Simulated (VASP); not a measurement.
## KBr: band gap by level of theory

It takes space group P1 (No. 1, triclinic). Conventional cell: a = 10.000 Å, b = 11.000 Å, c = 12.000 Å, α = 90.00°, β = 90.00°, γ = 90.00°. Around K (site symmetry 1) lie 1 Br at 2.85 Å. Around Br (site symmetry 1) lie 1 K at 2.85 Å.

| rung | level | program and potentials | cutoff (eV) | k mesh | task | band gap (eV) | notes |
| --- | --- | --- | --- | --- | --- | --- | --- |
| GGA | PBE | VASP, PBE PAW files Br, K_sv, 520 eV | 520 | 1 × 1 × 1 | single point | 2.95 | - |
| GGA + dispersion | PBE+TS | VASP, PBE PAW files Br, K_sv, 520 eV | 520 | 1 × 1 × 1 | atomic charges | 2.95 | - |
| meta-GGA | r2SCAN | VASP, PBE PAW files Br, K_sv, 520 eV | 520 | 1 × 1 × 1 | single point | 3.90 | potentials made for PBE |
| hybrid | PBE0 | VASP, PBE PAW files Br, K_sv, 520 eV | 520 | 1 × 1 × 1 | single point | 4.57 | potentials made for PBE |

All rows: no spin polarisation. Gaps are the least found on the k mesh or the band path, and a mesh can miss the band edges. The cell was made for these runs and isn't a measured one. All levels ran on this one cell, unrelaxed unless noted. Meshes are those of the run's cell of 2 atoms unless a note names another. Runs on faulty files, with rough fits or with known faults for this quantity aren't shown. No row holds spin-orbit coupling.

By rung: GGA 2.95; GGA + dispersion 2.95; meta-GGA 3.90; hybrid 4.57 (eV).
